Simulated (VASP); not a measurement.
An input for Quantum ESPRESSO's pw.x (written as the equivalent of a VASP run, and not itself run):

```
&CONTROL
  calculation = 'vc-relax'
  pseudo_dir = './pseudo'
  outdir = './out'
  tprnfor = .true.
  tstress = .true.
  nstep = 40
  forc_conv_thr = 0.00078
/
&SYSTEM
  ibrav = 0
  nat = 4
  ntyp = 2
  ecutwfc = 84
  occupations = 'smearing'
  smearing = 'gaussian'
  degauss = 0.003675
  input_dft = 'pbe'
/
&ELECTRONS
  conv_thr = 7.3e-08
  electron_maxstep = 100
/
&IONS
/
&CELL
  press = 300
/
ATOMIC_SPECIES
  Zn 65.380 Zn.upf
  O 15.999 O.upf
CELL_PARAMETERS angstrom
     1.5570639   -2.6969143    0.0000000
     1.5570639    2.6969143   -0.0000000
     0.0000000    0.0000000    5.0225432
ATOMIC_POSITIONS crystal
  Zn   0.6666670  0.3333330  0.5014129
  Zn   0.3333330  0.6666670  0.0014129
  O    0.6666670  0.3333330  0.8805871
  O    0.3333330  0.6666670  0.3805871
K_POINTS automatic
  8 8 5 0 0 0
```

### Question
Write the VASP files for the same calculation (PBE).

### Answer
One answer among several that fit: 
**KPOINTS**
```
Regular mesh
0
G
 8 8 5
0 0 0
```

INCAR:
```
SYSTEM  =  ZnO
PREC  =  Accurate; ENCUT  =  620; LREAL  =  .False.
LASPH  =  .True.
EDIFF  =  1E-6; NELM  =  100; ALGO  =  Normal
LMAXMIX  =  4
ISMEAR  =  0; SIGMA  =  0.05
GGA  =  PE
IBRION  =  2; NSW  =  40; ISIF  =  3
EDIFFG  =  -0.02; PSTRESS  =  300
LWAVE  =  .False.; LCHARG  =  .False.
```

### POSCAR
```
ZnO
1
    1.5570638950    -2.6969142562     0.0000000000
    1.5570638950     2.6969142562    -0.0000000000
    0.0000000000     0.0000000000     5.0225432309
Zn O
2 2
Direct
  0.6666670000   0.3333330000   0.5014129460
  0.3333330000   0.6666670000   0.0014129460
  0.6666670000   0.3333330000   0.8805870540
  0.3333330000   0.6666670000   0.3805870540
```

POTCAR, in this order: Zn O (PBE.64 set). Program: vasp_std.

Limits of the translation: the potentials are each code's own (VASP's PAW set, PseudoDojo norm-conserving files in pw.x), so ENCUT and ecutwfc are chosen apart and not converted; conv_thr bounds pw.x's estimated SCF error, while EDIFF bounds the energy change between steps; forc_conv_thr acts on force components and is met together with etot_conv_thr.

The compound is ZnO in the wurtzite structure. It was relaxed first under an external pressure of 30 GPa.
